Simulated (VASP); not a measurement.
NiP (relaxed from the CsCl type structure, space group Pm-3m): computed properties

Method: r2SCAN meta-GGA, VASP's PBE PAW potentials (set 64) (plane waves; VASP 6.6.1).

```yaml
space_group: Pm-3m (221)
cell: a = 2.864 Å, b = 2.864 Å, c = 2.864 Å, α = 90.00°, β = 90.00°, γ = 90.00°
volume_per_atom: 11.75 Å³/atom
band gap (over mesh and band path): none (metal, semimetal or under 0.01 eV)
density: 6.34 g/cm³
```

```cif
data_NiP
_chemical_formula_sum 'Ni1 P1'
_space_group_name_H-M_alt 'Pm-3m'
_space_group_IT_number 221
_space_group_name_Hall '-P 4 2 3'
_cell_length_a 2.86431
_cell_length_b 2.86431
_cell_length_c 2.86431
_cell_angle_alpha 90.000
_cell_angle_beta 90.000
_cell_angle_gamma 90.000
loop_
_atom_site_label
_atom_site_type_symbol
_atom_site_symmetry_multiplicity
_atom_site_Wyckoff_symbol
_atom_site_fract_x
_atom_site_fract_y
_atom_site_fract_z
_atom_site_occupancy
Ni1 Ni 1 a 0.00000 0.00000 0.00000 1
P1 P 1 b 0.50000 0.50000 0.50000 1
```

The structure was generated: NiP was put into the CsCl type type (Pm-3m), which need not be its known phase. It was relaxed first, which changed the volume by -13 %. Symmetry was kept, so distortions that lower it aren't found.
